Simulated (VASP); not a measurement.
Given:

```xyz
1
Lattice="0.0000 1.9576 1.9576 1.9576 0.0000 1.9576 1.9576 1.9576 0.0000" Properties=species:S:1:pos:R:3 pbc="T T T"
Pt     0.0000     0.0000     0.0000
```

All values below come from PBEsol GGA, VASP's PBE PAW potentials (set 64) (plane waves; VASP 6.6.1). Numerical set-up: 500 eV cut-off, 16×16×16 Γ-centred mesh, first-order Methfessel-Paxton smearing of 0.10 eV, potentials Pt.

Task: The ions, cell shape and volume at an external pressure of 5.0 GPa are relaxed. Give the cell that the relaxation ends in.

Result: 
```xyz
1
Lattice="0.0000 1.9472 1.9472 1.9472 0.0000 1.9472 1.9472 1.9472 0.0000" Properties=species:S:1:pos:R:3 pbc="T T T"
Pt     0.0000     0.0000     0.0000
```
Space group Fm-3m (225), at a tolerance of 0.03 Å.

Task: How do energy and volume change from the first to the last step?

Result: The energy (σ→0) changes by +3.6 meV/atom and the volume by -1.6 %, in 3 ionic steps.

The compound is Pt in the fcc structure. This run relaxes it under an external pressure of 5 GPa. Symmetry was kept, so distortions that lower it aren't found.
